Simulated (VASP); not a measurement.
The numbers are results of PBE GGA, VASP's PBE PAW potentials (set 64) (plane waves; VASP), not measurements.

A VASP calculation is set up with these files.

File KPOINTS:
```
Regular mesh
0
gamma
 9 9 5
```

### INCAR
```
SYSTEM  =  ZnO
PREC  =  Accurate; ENCUT  =  520; LREAL  =  .FALSE.
LASPH  =  .TRUE.
EDIFF  =  1E-7; NELM  =  100; ALGO  =  Normal
LMAXMIX  =  4
ISMEAR  =  0; SIGMA  =  0.05
GGA  =  PE
IBRION  =  2; NSW  =  30; ISIF  =  4
EDIFFG  =  -0.01
LWAVE  =  .FALSE.; LCHARG  =  .FALSE.
```

POSCAR:
```
ZnO
1
    1.6095449247    -2.7878140297     0.0000000000
    1.6095449247     2.7878140297     0.0000000000
    0.0000000000     0.0000000000     5.1986299005
Zn O
2 2
Direct
  0.6666670000   0.3333330000   0.5014449356
  0.3333330000   0.6666670000   0.0014449356
  0.6666670000   0.3333330000   0.8805550644
  0.3333330000   0.6666670000   0.3805550644
```

POTCAR, in this order: Zn O (PBE.64 set). Program: vasp_std.

Output of the run:

**OSZICAR**
```
       N       E                     dE             d eps       ncg     rms          rms(c)
DAV:   1     0.293505131333E+03    0.29351E+03   -0.19139E+04  1592   0.243E+03
DAV:   2     0.892932735833E+01   -0.28458E+03   -0.27414E+03  1722   0.447E+02
DAV:   3    -0.204708390947E+02   -0.29400E+02   -0.29200E+02  1854   0.154E+02
DAV:   4    -0.210188580263E+02   -0.54802E+00   -0.54757E+00  1716   0.222E+01
DAV:   5    -0.210231625839E+02   -0.43046E-02   -0.43043E-02  1878   0.187E+00    0.156E+01
DAV:   6    -0.176329555985E+02    0.33902E+01   -0.11651E+01  2678   0.720E+01    0.966E+00
DAV:   7    -0.178113804752E+02   -0.17842E+00   -0.26687E+00  1628   0.194E+01    0.570E+00
DAV:   8    -0.178357200072E+02   -0.24340E-01   -0.77433E-01  2394   0.916E+00    0.179E+00
DAV:   9    -0.177743359203E+02    0.61384E-01   -0.18301E-01  2514   0.794E+00    0.325E-01
DAV:  10    -0.177780068015E+02   -0.36709E-02   -0.54678E-02  1620   0.175E+00    0.160E-01
DAV:  11    -0.177779073231E+02    0.99478E-04   -0.17580E-03  2308   0.708E-01    0.408E-02
DAV:  12    -0.177779675948E+02   -0.60272E-04   -0.23640E-04  2222   0.360E-01    0.318E-02
DAV:  13    -0.177779643523E+02    0.32425E-05   -0.37371E-05  1980   0.145E-01    0.126E-02
DAV:  14    -0.177779652183E+02   -0.86596E-06   -0.16205E-05  1704   0.341E-02    0.546E-03
DAV:  15    -0.177779645896E+02    0.62871E-06   -0.20089E-06  1864   0.128E-02    0.153E-03
DAV:  16    -0.177779644984E+02    0.91213E-07   -0.73974E-08  1016   0.688E-03
   1 F= -.17777964E+02 E0= -.17777964E+02  d E =-.177780E+02
       N       E                     dE             d eps       ncg     rms          rms(c)
DAV:   1    -0.177780722479E+02   -0.10766E-03   -0.12164E-02  1584   0.923E-01    0.811E-02
DAV:   2    -0.177780308259E+02    0.41422E-04   -0.53709E-04  1884   0.300E-01    0.479E-02
DAV:   3    -0.177779823884E+02    0.48437E-04   -0.47477E-05  2218   0.125E-01    0.686E-03
DAV:   4    -0.177779833552E+02   -0.96673E-06   -0.16420E-05  1632   0.363E-02    0.296E-03
DAV:   5    -0.177779833193E+02    0.35863E-07   -0.87861E-07  1704   0.102E-02
   2 F= -.17777983E+02 E0= -.17777983E+02  d E =-.188209E-04
```

OUTCAR:
```
------------------------ aborting loop because EDIFF is reached ----------------------------------------
  FORCE on cell =-STRESS in cart. coord.  units (eV):
  Direction    XX          YY          ZZ          XY          YZ          ZX
  --------------------------------------------------------------------------------------
  Total        2.6713967      2.6713976      2.6964438      0.0000000      0.0000000      0.0000000
  in kB       91.7409358     91.7409668     92.6011026      0.0000000      0.0000000      0.0000000
  external PRESSURE =      92.0276684 kB  Pullay stress =       0.0000000 kB
  volume of cell :       46.65
      direct lattice vectors                 reciprocal lattice vectors
     1.610016248 -2.788630415  0.000000000     0.310555872 -0.179299486  0.000000000
     1.610016248  2.788630415  0.000000000     0.310555872  0.179299486  0.000000000
     0.000000000  0.000000000  5.195586551     0.000000000  0.000000000  0.192471050
  FREE ENERGIE OF THE ION-ELECTRON SYSTEM (eV)
  ---------------------------------------------------
  free  energy   TOTEN  =       -17.7779833193 eV

  energy  without entropy=      -17.7779833193  energy(sigma->0) =      -17.77798332

 reached required accuracy - stopping structural energy minimisation
```
(Selected blocks of OUTCAR.)

**CONTCAR**
```
ZnO
   1.00000000000000
     1.6100162481399605   -2.7886304150058834    0.0000000000000000
     1.6100162481399605    2.7886304150058834    0.0000000000000000
     0.0000000000000000    0.0000000000000000    5.1955865510601882
  Zn              O
     2     2
Direct
     0.6666669999999968    0.3333330000000032    0.5015508009166654
     0.3333330000000032    0.6666669999999968    0.0015508009166654
     0.6666669999999968    0.3333330000000032    0.8804491990833325
     0.3333330000000032    0.6666669999999968    0.3804491990833325
```

**OUTCAR**
```
 val. band max:        1.3931021215   @ k =   0.0000   0.0000   0.0000

 cond. band min:       2.2022223053   @ k =   0.0000   0.0000   0.0000


 Fermi energy:         1.6410216494

 k-point     1 :       0.0000    0.0000    0.0000
  band No.  band energies     occupation
      1     -16.8677      2.00000
      2     -16.1166      2.00000
      3      -4.4164      2.00000
      4      -4.4064      2.00000
      5      -4.4064      2.00000
      6      -4.3630      2.00000
      7      -4.2053      2.00000
      8      -4.2053      2.00000
      9      -3.1599      2.00000
     10      -3.1599      2.00000
     11      -2.9390      2.00000
     12      -2.9390      2.00000
     13      -2.6592      2.00000
     14       0.5746      2.00000
     15       0.5746      2.00000
     16       1.2990      2.00000
     17       1.3931      2.00000
     18       1.3931      2.00000
     19       2.2022      0.00000
     20       6.6937      0.00000
     21       9.6521      0.00000
     22      14.4026      0.00000

 k-point     2 :       0.1111   -0.0000    0.0000
  band No.  band energies     occupation
      1     -16.7974      2.00000
      2     -16.0853      2.00000
      3      -4.4922      2.00000
      4      -4.3663      2.00000
      5      -4.3228      2.00000
      6      -4.3129      2.00000
      7      -4.2041      2.00000
      8      -4.1481      2.00000
      9      -3.1902      2.00000
     10      -3.1635      2.00000
     11      -2.9327      2.00000
     12      -2.8904      2.00000
     13      -2.6743      2.00000
     14       0.1253      2.00000
     15       0.4068      2.00000
     16       0.6989      2.00000
     17       1.2153      2.00000
     18       1.3028      2.00000
     19       3.0620      0.00000
     20       7.2050      0.00000
     21       9.6432      0.00000
     22      13.2018      0.00000

 k-point     3 :       0.2222   -0.0000    0.0000
  band No.  band energies     occupation
      1     -16.6097      2.00000
...
```

The compound is ZnO in the wurtzite structure. This cell is one point of a volume scan, at 0.94 of the reference volume. Symmetry was kept, so distortions that lower it aren't found.
